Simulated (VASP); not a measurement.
Here is the system:

```yaml
crystal:
  lattice:
    - [3.96453, 0.00000, 0.00000]
    - [0.00000, 4.65728, 0.00000]
    - [0.00000, 0.00000, 11.37879]
  atoms:
    - { symbol: Sn, position: [0.50000, 0.36502, 0.38335] }
    - { symbol: Sn, position: [0.50000, 0.63498, 0.88335] }
    - { symbol: Ge, position: [0.00000, 0.12442, 0.62750] }
    - { symbol: Ge, position: [0.00000, 0.87558, 0.12750] }
    - { symbol: Se, position: [0.00000, 0.23610, 0.84537] }
    - { symbol: Se, position: [0.00000, 0.76390, 0.34537] }
    - { symbol: Se, position: [0.50000, 0.23253, 0.14379] }
    - { symbol: Se, position: [0.50000, 0.76747, 0.64379] }
```

All values below come from r2SCAN meta-GGA, VASP's PBE PAW potentials (set 64) (plane waves; VASP). Settings: 400 eV cut-off, 6×6×3 Γ-centred mesh, tetrahedra with Blöchl corrections, potentials Sn_d Ge_d Se.

The path is coarsely sampled, so an indirect gap can come out somewhat too large. Unless said otherwise, spin-orbit coupling is left out, though it shifts the bands of the heavy elements here.

Task: What does the run give for the energy per atom (σ→0), band gap (over mesh and band path) with the smallest direct gap where there is one?

Result: 
```yaml
band gap (over mesh and band path): 1.09 eV
smallest direct gap (over mesh and band path): 1.27 eV
energy per atom (σ→0): -17.128 eV/atom
```

The absolute energy has meaning only against runs of the same code, potentials and settings.

The structure comes from a computed database's SnGeSe2 entry (Pmc2_1); how it stands against other phases isn't given here. It was relaxed first.
